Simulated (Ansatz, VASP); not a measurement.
## Cross-check of Sn9Se7S11 (SnS1.22Se0.78, CdI2-type hexagonal) between VASP and Ansatz

One calculation is typed for both programs; each brings its own data sets. How far apart do they land? The cell is invented: As first built, before any earlier steps moved the atoms (in the runner's words): 3x3x1 conventional cells of the SnS2 type (27 atoms: 11 S, 7 Se, 9 Sn); S/Se share their sites, one random draw; start lattice by linear mixing of the end members' cells; atoms moved at random by 0.02 A. It may not be a known or stable phase. The structure shown is the start of the Ansatz relaxation below; VASP solves that cell, so the two are compared at the walk's first step.

Calculated with Ansatz 0.2.0; plane waves, with VASP 6.6.1 beside it; single point at PBE.

## (1) The structure

The cell holds 27 atoms: 11 S, 7 Se and 9 Sn. Its edges and angles: a = 11.118 Å, b = 11.118 Å, c = 5.973 Å, α = 90.0°, β = 90.0°, γ = 120.0°. It derives from SnS2 (SnS2 type, space group 164), repeated 3×3×1. As first built, before any earlier steps moved the atoms (in the runner's words): 3x3x1 conventional cells of the SnS2 type (27 atoms: 11 S, 7 Se, 9 Sn); S/Se share their sites, one random draw; start lattice by linear mixing of the end members' cells; atoms moved at random by 0.02 A.

## (2) Ansatz: relaxation, PBE

Ansatz runs on its default PAW (the set named soft_2) files.

The two programs are compared at the cell with which this relaxation starts, whose forces are those of its first step.

input.yaml

```yaml
crystal:
  lattice:
    - [11.11824, 0.0, 0.0]
    - [-5.55912, 9.62868, 0.0]
    - [0.0, 0.0, 5.97252]
  atoms:
    - { symbol: S, position: [0.11186, 0.22244, 0.24688] }
    - { symbol: S, position: [0.11178, 0.557, 0.2455] }
    - { symbol: S, position: [0.21942, 0.4405, 0.74568] }
    - { symbol: S, position: [0.10755, 0.8884, 0.24576] }
    - { symbol: S, position: [0.22287, 0.7781, 0.74937] }
    - { symbol: S, position: [0.43936, 0.2211, 0.24984] }
    - { symbol: S, position: [0.55417, 0.10793, 0.7484] }
    - { symbol: S, position: [0.44184, 0.55388, 0.25355] }
    - { symbol: S, position: [0.8874, 0.11104, 0.75296] }
    - { symbol: S, position: [0.88772, 0.44421, 0.75037] }
    - { symbol: S, position: [0.77662, 0.88634, 0.25025] }
    - { symbol: Se, position: [0.22306, 0.1079, 0.75288] }
    - { symbol: Se, position: [0.5551, 0.44311, 0.7567] }
    - { symbol: Se, position: [0.44457, 0.8864, 0.25025] }
    - { symbol: Se, position: [0.5564, 0.77739, 0.75229] }
    - { symbol: Se, position: [0.77835, 0.22361, 0.25482] }
    - { symbol: Se, position: [0.77677, 0.55598, 0.24845] }
    - { symbol: Se, position: [0.88788, 0.77531, 0.74806] }
    - { symbol: Sn, position: [0.00058, 0.00187, 0.00383] }
    - { symbol: Sn, position: [0.99679, 0.33168, 0.00217] }
    - { symbol: Sn, position: [0.99593, 0.6657, 0.99967] }
    - { symbol: Sn, position: [0.33631, 0.00143, 0.9989] }
    - { symbol: Sn, position: [0.33241, 0.33281, 0.0051] }
    - { symbol: Sn, position: [0.33225, 0.66604, 0.00118] }
    - { symbol: Sn, position: [0.66624, 0.99959, 0.99627] }
    - { symbol: Sn, position: [0.66619, 0.33241, 0.0039] }
    - { symbol: Sn, position: [0.66782, 0.66662, 0.00224] }
kpoints:
  mp_grid: { grid: [2, 2, 3] }
hamiltonian:
  xc: pbe
scf:
  occupations: { method: fermi_dirac, width: 0.01 }
output:
  forces: true
  stress: true
relax:
  f_tol: 0.02
  max_steps: 45
  cell: { stress_tol: 0.1 }
```

Run with:

```bash
$ ansatz run input.yaml --threads 8 --pin off --max-ram 15360MiB --backend cpu --events-out ev --progress --plain --runs-dir out
```

Numbers of over 12 decimals in the logs are rounded to 6 here.

What it wrote:

```text
The last accepted step is kept in <dir> (removed where the run ends without a failure and the disk answers)
Engine: ansatz 0.2.0, aarch64-unknown-linux-gnu
Pseudopotentials: kind: paw
Pseudopotential: S, paw, valence charge 6, recommended cutoff 420 eV (normal), S.paw.azcp
Pseudopotential: Se, paw, valence charge 16, recommended cutoff 420 eV (normal), Se.paw.azcp
Pseudopotential: Sn, paw, valence charge 14, recommended cutoff 420 eV (normal), Sn.paw.azcp
Functional definition: PBE
  parameter kappa = 0.804
  parameter beta = 0.066725
  exchange = pbe_x(kappa = kappa, mu = beta*pi^2/3)
  correlation = pbe_c(beta = beta)
Crystal: 27 atoms, lattice volume = 639.382 Å³
Basis set: ecut = 420 eV, 12457 PW (Γ), exchange–correlation on 150×150×80 points (8 copies of the dense FFT grid, shifted against one another)
Bands: 183, of which v1, the nominal top of the filled ones, is band 152 counted from 1 (151 counted from 0)
Symmetry: 1 space group operations
Space group: P1 (ITA 1), of the structure as read, at distance tolerance 8.6e-5 Å
k-points: 8 of 12 (time reversal used)
Non-local potential: S, projectors of the file, l = 0: 2, l = 1: 2, l = 2: 2
Non-local potential: Se, projectors of the file, l = 0: 2, l = 1: 2, l = 2: 3, l = 3: 1
Non-local potential: Sn, projectors of the file, l = 0: 2, l = 1: 2, l = 2: 2, l = 3: 2
PAW form: soft (Blöchl's): semilocal exchange-correlation on the pseudo side does not see the compensation charge
PAW one-centre angular grid: S, 110 points (default); XC on 64 Gauss nodes
PAW one-centre angular grid: Se, 590 points (default); XC on 64 Gauss nodes
PAW one-centre angular grid: Sn, 590 points (default); XC on 64 Gauss nodes
Initial density: superposition of atomic densities (neutral atoms: chi_scale 0, normalization atom), corrected by the library's trained network
Initial wavefunctions: pseudopotential atomic-orbital guess
Functional: x = pbe(κ = 0.804, μ = 0.219515), c = pbe(β = 0.066725)
SCF iter   1: F=—  HF=-102432.228817 eV  |F-HF|=—  |Δ(HF+E_count)|=         —  Δρ=1.34e-3  dr2=1.27e-2  ethr=1.77e-3  ⟨swp⟩=6.0  Hψ=5575  notcnv=0  defer=68
preconditioner: auto → Resta (q_TF=auto, 2.410 Å⁻¹)  ε∞=3.0  [insulator: Δε(μ)=1.134 eV  Ē_g=15.690 eV  σ=0.010 eV  W_gap=1.00  n_scr=154 (ndim 8)  ℏωp=22.5 eV  f_vac=0.039  D(μ)=0.00/eV (n_scr^D=0)  ε∞_Penn≈3.0]
SCF iter   2: F=—  HF=-102432.218461 eV  |F-HF|=—  |Δ(HF+E_count)|=   1.04e-2  Δρ=7.01e-4  dr2=2.37e-3  ethr=4.17e-6  ⟨swp⟩=2.9  Hψ=3031  notcnv=0  defer=176
SCF iter   3: F=—  HF=-102432.219311 eV  |F-HF|=—  |Δ(HF+E_count)|=   8.50e-4  Δρ=3.05e-4  dr2=4.51e-4  ethr=7.78e-7  ⟨swp⟩=2.0  Hψ=2536  notcnv=0  defer=176
SCF iter   4: F=—  HF=-102432.219538 eV  |F-HF|=—  |Δ(HF+E_count)|=   2.27e-4  Δρ=9.36e-5  dr2=3.86e-5  ethr=1.48e-7  ⟨swp⟩=2.0  Hψ=1719  notcnv=0  defer=176
SCF iter   5: F=—  HF=-102432.219787 eV  |F-HF|=—  |Δ(HF+E_count)|=   2.50e-4  Δρ=2.72e-5  dr2=1.08e-5  ethr=1.27e-8  ⟨swp⟩=2.0  Hψ=2464  notcnv=0  defer=176
SCF iter   6: F=—  HF=-102432.219788 eV  |F-HF|=—  |Δ(HF+E_count)|=   2.32e-7  Δρ=9.05e-6  dr2=7.84e-7  ethr=3.55e-9  ⟨swp⟩=2.0  Hψ=1728  notcnv=0  defer=176
SCF iter   7: F=—  HF=-102432.219788 eV  |F-HF|=—  |Δ(HF+E_count)|=   7.35e-7  Δρ=4.09e-6  dr2=2.56e-7  ethr=2.58e-10  ⟨swp⟩=2.0  Hψ=2504  notcnv=0  defer=176
SCF iter   8: F=-102432.219788 eV  HF=-102432.219788 eV  |F-HF|=9.01e-9  |Δ(HF+E_count)|=   5.88e-8  Δρ=1.11e-6  dr2=1.06e-8  ethr=3.29e-11  ⟨swp⟩=4.0  Hψ=4360  notcnv=0
SCF 1 converged in 8 iterations: F = -102432.219788 eV  dr2 = 1.06e-8
  greatest PAW one-centre occupation: 1.000 electrons in one spin orbital (limit 2), on the Se atom at site 16 (counted from 0), in its partial waves of l = 2
relax step   1: F+E_penalty+E_count = -102432.21978844 eV  Δ(F+E_penalty+E_count) = +0.000e0 eV  max|allowed force component| = 1.922e0 eV/Å  Δτ_max = 0.0000 Å  P = +5.336 GPa  Ω = 639.382 Å³  (8 SCF iters, dr2 threshold 1.00e-7 eV, accepted)
[...]
relax step   8: F+E_penalty+E_count = -102433.87088418 eV  Δ(F+E_penalty+E_count) = -4.243e-3 eV  max|allowed force component| = 5.169e-3 eV/Å  Δτ_max = 0.0173 Å  P = +0.050 GPa  Ω = 758.189 Å³  energy of the carried Pulay correction = -1.555e-3 eV  (8 SCF iters, dr2 threshold 3.72e-8 eV, accepted)
[...]
relax step   9: F+E_penalty+E_count = -102433.87241620 eV  Δ(F+E_penalty+E_count) = -1.532e-3 eV  max|allowed force component| = 2.520e-2 eV/Å  Δτ_max = 0.0288 Å  P = +0.043 GPa  Ω = 772.611 Å³  energy of the carried Pulay correction = -4.524e-3 eV  (10 SCF iters, accepted)
[...]
relax step  10: F+E_penalty+E_count = -102433.87231245 eV  Δ(F+E_penalty+E_count) = +1.038e-4 eV  max|allowed force component| = 5.050e-3 eV/Å  Δτ_max = 0.0072 Å  P = +0.003 GPa  Ω = 776.085 Å³  energy of the carried Pulay correction = -5.251e-3 eV  (7 SCF iters, dr2 threshold 3.97e-8 eV, accepted)
[...]
relax step  11: F+E_penalty+E_count = -102433.87184898 eV  Δ(F+E_penalty+E_count) = +4.635e-4 eV  max|allowed force component| = 3.005e-3 eV/Å  Δτ_max = 0.0054 Å  P = +0.002 GPa  Ω = 778.781 Å³  energy of the carried Pulay correction = -5.819e-3 eV  (8 SCF iters, accepted)
[...]
relax step  12: F+E_penalty+E_count = -102433.87832402 eV  Δ(F+E_penalty+E_count) = -6.475e-3 eV  max|allowed force component| = 3.013e-3 eV/Å  Δτ_max = 0.0000 Å  P = -0.001 GPa  Ω = 778.781 Å³  stress off target by 4.80e-3 GPa  SCF on the basis re-selected at this cell (its energy is not comparable with the rows above)  (7 SCF iters)
basis re-selected at this cell: Δ(F+E_penalty+E_count) = -6.475e-3 eV, ΔP = -0.002 GPa vs the last step (what re-selecting the basis moved, of the pressure what is left beyond the Pulay correction that the steps carried, after the strain that the cell walked since its last selection, with what the two solves' SCF thresholds leave and, on support functions, any second-order correction that the steps lacked; it is no m [...]
SCF converged after 7 iterations
Free energy (F): -102433.878324 eV
Harris-Foulkes:  -102433.878324 eV  (|F-HF|=1.46e-10)
Internal energy: -102433.878324 eV  (E = F + TS)
E sigma→0 (E₀):  -102433.878324 eV
Fermi energy:    5.376480 eV
--- Per-component energies (eV) ---
  E_band       = -4384.622433
  E_kinetic    = 3675.314386
  E_local      = -39476.015192  (includes V_loc(G=0)·N_el)
  E_nonlocal   = -4131.222847
  E_hartree    = 19916.689886
  E_xc         = -5218.127137
  E_vxc        = -2487.735720  (∫ρ·V_xc dr)
  E_paw        = -57260.001192  (= ΣΔE_a)
  E_vpaw       = -1798.338847  (= ΣTr[D̂ρ^β])
  E_aug_tail   = -0.004298  (compensation charges beyond the density's cutoff)
  E_ewald      = -19940.511931
  E_smearing   = -0.000000  (= −TS)
  E_closure    = 0.000000  (closes the sum)
  Σ components = -102433.878324   (vs F -102433.878324, Δ=0.00e0)
--- Forces (eV/Å), atoms counted from 1 ---
  atom   1  S     -0.00110066    -0.00003747    -0.00099535
  atom   2  S      0.00049330    -0.00004140    -0.00101288
  atom   3  S      0.00013158     0.00051025     0.00047498
  atom   4  S     -0.00017186    -0.00032233    -0.00012215
  atom   5  S      0.00006577    -0.00031463     0.00047869
  atom   6  S      0.00091376     0.00004119    -0.00114294
  atom   7  S      0.00001028     0.00035522     0.00073002
  atom   8  S     -0.00024502    -0.00046889    -0.00148592
  atom   9  S     -0.00024926    -0.00047483     0.00070160
  atom  10  S      0.00002330     0.00030340     0.00078952
  atom  11  S      0.00000441     0.00018512    -0.00093411
  atom  12  Se     0.00073055    -0.00017969    -0.00049028
  atom  13  Se    -0.00016394    -0.00121329     0.00019429
  atom  14  Se    -0.00063548     0.00069437     0.00041794
  atom  15  Se    -0.00003405     0.00014000    -0.00148239
  atom  16  Se     0.00039628    -0.00078333    -0.00052599
  atom  17  Se    -0.00019578     0.00067853     0.00021591
  atom  18  Se     0.00083512     0.00009333     0.00035386
  atom  19  Sn     0.00008756     0.00056791     0.00070439
  atom  20  Sn     0.00018024     0.00023675     0.00101473
  atom  21  Sn    -0.00018860    -0.00003277    -0.00002813
  atom  22  Sn    -0.00018560    -0.00050654    -0.00035428
  atom  23  Sn    -0.00076042     0.00127540     0.00032789
  atom  24  Sn     0.00184824     0.00001330     0.00043142
  atom  25  Sn     0.00074966    -0.00186727     0.00072808
  atom  26  Sn     0.00047304    -0.00004130    -0.00016985
  atom  27  Sn    -0.00301288     0.00118882     0.00118016
  max |Σ_I F_I| component: 7.63e-7 eV/Å
--- Stress (GPa, compression-positive) ---
       -0.004258       0.000875      -0.001408
        0.000875      -0.001962       0.000151
       -0.001408       0.000151       0.004581
  P = ⅓ Tr σ = -0.0005 GPa (-0.005 kbar)
--- Relaxed structure (10 steps of the walk, 10 accepted, 2 SCFs on fresh bases) ---
  F+E_penalty+E_count = -102433.87832402 eV   max|allowed force component| = 3.013e-3 eV/Å   (the final SCF, on the basis selected at the relaxed cell)
  cell:  # Å, volume = 778.7811 Å³
    - [11.304377, 0.0043846, -0.0097946]
    - [-5.648392, 9.794681, 0.00782786]
    - [-0.00526148, 0.00181778, 7.032045]
  atoms:
    - { symbol: S, position: [0.112667, 0.220648, 0.206984] }
    - { symbol: S, position: [0.111981, 0.555067, 0.212175] }
    - { symbol: S, position: [0.217669, 0.443546, 0.793307] }
    - { symbol: S, position: [0.110014, 0.890213, 0.206475] }
    - { symbol: S, position: [0.221636, 0.775832, 0.795064] }
    - { symbol: S, position: [0.440022, 0.221691, 0.207511] }
    - { symbol: S, position: [0.556736, 0.110298, 0.798184] }
    - { symbol: S, position: [0.443079, 0.553305, 0.205025] }
    - { symbol: S, position: [0.887433, 0.114020, 0.795747] }
    - { symbol: S, position: [0.888406, 0.441615, 0.798997] }
    - { symbol: S, position: [0.778589, 0.887267, 0.206406] }
    - { symbol: Se, position: [0.221399, 0.110125, 0.766204] }
    - { symbol: Se, position: [0.555839, 0.442318, 0.768494] }
    - { symbol: Se, position: [0.442206, 0.886027, 0.233943] }
    - { symbol: Se, position: [0.552661, 0.779410, 0.770346] }
    - { symbol: Se, position: [0.778724, 0.221440, 0.238419] }
    - { symbol: Se, position: [0.776736, 0.557081, 0.231920] }
    - { symbol: Se, position: [0.889223, 0.775982, 0.767896] }
    - { symbol: Sn, position: [-0.00157663, 3.847694694273117e-5, -0.00288177] }
    - { symbol: Sn, position: [1.000905, 0.333646, 0.00518309] }
    - { symbol: Sn, position: [1.002228, 0.666093, 1.002156] }
    - { symbol: Sn, position: [0.332140, -0.000614302, 1.001855] }
    - { symbol: Sn, position: [0.331562, 0.333122, -0.00305654] }
    - { symbol: Sn, position: [0.329042, 0.662824, 0.00187152] }
    - { symbol: Sn, position: [0.668075, 1.000626, 1.004909] }
    - { symbol: Sn, position: [0.664578, 0.330375, 0.00504077] }
    - { symbol: Sn, position: [0.665265, 0.666797, -0.00290446] }
```

(Part 1 of 2 ends here.)

[Lines on the potential files, build, host, timing and source positions are cut from VASP's logs without a mark.]

[Logs are printed without paths, hosts, clocks, repeated set-up lines and the standing remarks that a program may print on its own settings, such as how far it seeks lower states.]

[Hosts, paths, dates, database ids (printed as entryN), source tags and the programs' standing remarks are cut or masked in the printed files.]
